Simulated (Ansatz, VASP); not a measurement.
**Cs2NaSnSe6: VASP beside Ansatz**

Contents of INCAR:

```
SYSTEM = Cs2NaSnSe6
  ALGO = Normal
  EDIFF = 1E-7
  ENCUT = 520
  GGA = PE
  ISIF = 2
  ISMEAR = -1
  LASPH = .True.
  LCHARG = .False.
  LREAL = .False.
  LWAVE = .False.
  NBANDS = 48
  NELM = 80
  PREC = Accurate
  SIGMA = 0.1
```

KPOINTS

```
k-points
0
Gamma
  3 3 3
  0 0 0
```

Contents of POSCAR:

```
Cs2NaSnSe6
1.0
    0.0000000000      5.1941970000      5.1941970000
    5.1941970000      0.0000000000      5.1941970000
    5.1941970000      5.1941970000      0.0000000000
Se Na Sn Cs
6 1 1 2
Direct
    0.7600000000      0.2400000000      0.2400000000
    0.2400000000      0.7600000000      0.2400000000
    0.2400000000      0.7600000000      0.7600000000
    0.7600000000      0.2400000000      0.7600000000
    0.2400000000      0.2400000000      0.7600000000
    0.7600000000      0.7600000000      0.2400000000
    0.5000000000      0.5000000000      0.5000000000
    0.0000000000      0.0000000000      0.0000000000
    0.2500000000      0.2500000000      0.2500000000
    0.7500000000      0.7500000000      0.7500000000
```

Input for Ansatz:

```yaml
crystal:
  lattice:
    - [0.0, 5.194197, 5.194197]
    - [5.194197, 0.0, 5.194197]
    - [5.194197, 5.194197, 0.0]
  atoms:
    - { symbol: Se, position: [0.76, 0.24, 0.24] }
    - { symbol: Se, position: [0.24, 0.76, 0.24] }
    - { symbol: Se, position: [0.24, 0.76, 0.76] }
    - { symbol: Se, position: [0.76, 0.24, 0.76] }
    - { symbol: Se, position: [0.24, 0.24, 0.76] }
    - { symbol: Se, position: [0.76, 0.76, 0.24] }
    - { symbol: Na, position: [0.5, 0.5, 0.5] }
    - { symbol: Sn, position: [0.0, 0.0, 0.0] }
    - { symbol: Cs, position: [0.25, 0.25, 0.25] }
    - { symbol: Cs, position: [0.75, 0.75, 0.75] }
  symmetry: { tolerance: 0.0003 }
kpoints:
  mp_grid: { grid: [3, 3, 3], shift: [0, 0, 0] }
magnetization:
  spin_polarized: false
scf:
  occupations: { method: fermi_dirac }
hamiltonian:
  pseudopotentials: { kind: paw }
  xc: pbe
basis:
  ecutwfc: 420
output:
  forces: true
  stress: true
  eigenvalues: true
  write_density: true
  write_potential: true
  elf: true
  volumetric_format: npy
```

The cell was built by a generator and needn't be a form met in nature.

Alike in both runs: task single point; functional PBE; k mesh 3 × 3 × 3; no spin polarisation.

|  | VASP | Ansatz |
| --- | --- | --- |
| version | VASP 6.6.1 | Ansatz 0.2.0 |
| potentials or method | VASP PAW PBE potentials, release 64 (Se, Na_pv, Sn_d, Cs_sv) | PAW plane waves |
| plane-wave cutoff (eV) | 520 | 420 |
| occupations | fermi-dirac, width 0.1 eV | fermi-dirac |
| valence electrons in the cell | 75 | 137 |

|  | VASP | Ansatz | Ansatz less VASP |
| --- | --- | --- | --- |
| gap on the k mesh at the Fermi level (eV) | none | none | - |
| pressure (GPa) | 7.7 | 7.6 | -0.09 |
| rms of the force components (eV/Å) | 0.597 | 0.595 | -0.0019 |

Atom by atom the forces differ by 0.002 eV/Å (rms over components). A gap of «none» marks a metal or a gap that the smearing closes. The two sets of potentials don't hold the same shells in valence.

Caveats: forces of over 1 eV/Å show positions far from the minimum, so gaps and moduli don't describe the material at rest. Spin-orbit coupling is left out, which matters for the levels of Cs.
